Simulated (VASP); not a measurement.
Consider the following.

```
CELL_PARAMETERS angstrom
      0.00000     2.23581     2.23581
      2.23581     0.00000     2.23581
      2.23581     2.23581     0.00000
ATOMIC_POSITIONS crystal
  B  0.00000 0.00000 0.00000
  P  0.25000 0.25000 0.25000
```

Computed with revPBE GGA, VASP's PBE PAW potentials (set 64) (plane waves; VASP). Settings: 520 eV cut-off, 10×10×10 Γ-centred mesh, Gaussian smearing of 0.050 eV, potentials B P.

**Question.** Give the stress tensor in GPa (positive for a compressed cell).

**Answer.** 
```
10.93   0.00   0.00
 0.00  10.93   0.00
 0.00   0.00  10.93
```
The pressure is its mean diagonal, 10.93 GPa.

The compound is BP in the zinc blende structure. This cell is one point of a volume scan, at 0.94 of the reference volume.
